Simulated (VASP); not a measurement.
Given:

```
CELL_PARAMETERS angstrom
      4.80901     0.00000     0.00000
      0.00000     4.80901     0.00000
      0.00000     0.00000     3.19942
ATOMIC_POSITIONS crystal
  Hf 0.00000 0.00000 0.00000
  Hf 0.50000 0.50000 0.50000
  O  0.19488 0.80512 0.50000
  O  0.80512 0.19488 0.50000
  O  0.69488 0.69488 0.00000
  O  0.30512 0.30512 0.00000
```

Computed with PBEsol GGA with spin-orbit coupling, VASP's PBE PAW potentials (set 64) (plane waves; VASP). Numerical set-up: 520 eV cut-off, 4×4×6 Γ-centred mesh, Gaussian smearing of 0.050 eV, potentials Hf_pv O.

Predict the energy per atom (σ→0), band gap (over mesh and band path) with the smallest direct gap where there is one.

```yaml
band gap (over mesh and band path): 3.85 eV
smallest direct gap (over mesh and band path): 3.85 eV
energy per atom (σ→0): -10.767 eV/atom
```

The structure comes from a computed database's HfO2 entry (P4_2/mnm); how it stands against other phases isn't given here. It was relaxed first.
